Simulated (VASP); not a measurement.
Calculation: optB88-vdW, VASP's PBE PAW potentials (set 64) (plane waves; VASP).

Input for VASP

**POSCAR**
```
GaP
1
    0.0000000000     2.7493589019     2.7493589019
    2.7493589019     0.0000000000     2.7493589019
    2.7493589019     2.7493589019     0.0000000000
Ga P
1 1
Direct
  0.0000000000   0.0000000000   0.0000000000
  0.2500000000   0.2500000000   0.2500000000
```

**KPOINTS**
```
Automatic mesh
0
Gamma
8 8 8
0 0 0
```

INCAR:
```
! general
SYSTEM   = GaP
PREC     = Accurate
ENCUT    = 520
LREAL    = F
LASPH    = T

! electronic loop
EDIFF    = 1E-6
NELM     = 100
ALGO     = Normal
LMAXMIX  = 4

! smearing
ISMEAR   = 0
SIGMA    = 0.05

! functional
GGA      = BO
LUSE_VDW = T
AGGAC    = 0.0
PARAM1   = 0.1833333333
PARAM2   = 0.22

! ions
IBRION   = 2
NSW      = 60
ISIF     = 3
EDIFFG   = -0.01

! output
LWAVE    = F
LCHARG   = F
```

POTCAR, in this order: Ga_d P (PBE.64 set). Program: vasp_std.

Output

OSZICAR:
```
       N       E                     dE             d eps       ncg     rms          rms(c)
DAV:   1     0.874871955207E+02    0.87487E+02   -0.92397E+03   770   0.194E+03
DAV:   2     0.181666079148E+01   -0.85671E+02   -0.82915E+02   849   0.339E+02
DAV:   3    -0.441517308875E+01   -0.62318E+01   -0.61961E+01   929   0.771E+01
DAV:   4    -0.453239715321E+01   -0.11722E+00   -0.11715E+00   938   0.112E+01
DAV:   5    -0.453510149350E+01   -0.27043E-02   -0.27043E-02   936   0.145E+00    0.354E+00
DAV:   6    -0.428609605686E+01    0.24901E+00   -0.49813E-01  1138   0.109E+01    0.229E+00
DAV:   7    -0.426220564104E+01    0.23890E-01   -0.11704E-01   917   0.220E+00    0.105E+00
DAV:   8    -0.426178234829E+01    0.42329E-03   -0.12129E-02   884   0.167E+00    0.118E-01
DAV:   9    -0.426184840954E+01   -0.66061E-04   -0.15149E-03   975   0.778E-01    0.598E-02
DAV:  10    -0.426187822895E+01   -0.29819E-04   -0.92218E-05   864   0.938E-02    0.314E-02
DAV:  11    -0.426190528319E+01   -0.27054E-04   -0.28974E-05   779   0.580E-02    0.322E-03
DAV:  12    -0.426190525223E+01    0.30961E-07   -0.13037E-06   717   0.159E-02
   1 F= -.42619053E+01 E0= -.42619053E+01  d E =-.426191E+01
```

**OUTCAR**
```
------------------------ aborting loop because EDIFF is reached ----------------------------------------
  FORCE on cell =-STRESS in cart. coord.  units (eV):
  Direction    XX          YY          ZZ          XY          YZ          ZX
  --------------------------------------------------------------------------------------
  Total        0.0023620      0.0023620      0.0023620     -0.0000000      0.0000000     -0.0000000
  in kB        0.0910456      0.0910456      0.0910456     -0.0000000      0.0000000     -0.0000000
  external PRESSURE =       0.0910456 kB  Pullay stress =       0.0000000 kB
  volume of cell :       41.56
      direct lattice vectors                 reciprocal lattice vectors
     0.000000000  2.749358902  2.749358902    -0.181860578  0.181860578  0.181860578
     2.749358902  0.000000000  2.749358902     0.181860578 -0.181860578  0.181860578
     2.749358902  2.749358902  0.000000000     0.181860578  0.181860578 -0.181860578
  FREE ENERGIE OF THE ION-ELECTRON SYSTEM (eV)
  ---------------------------------------------------
  free  energy   TOTEN  =        -4.2619052522 eV

  energy  without entropy=       -4.2619052522  energy(sigma->0) =       -4.26190525

 reached required accuracy - stopping structural energy minimisation
```
(Selected blocks of OUTCAR.)

The compound is GaP in the zinc blende structure. It was relaxed first. The start is the result of an earlier pass.
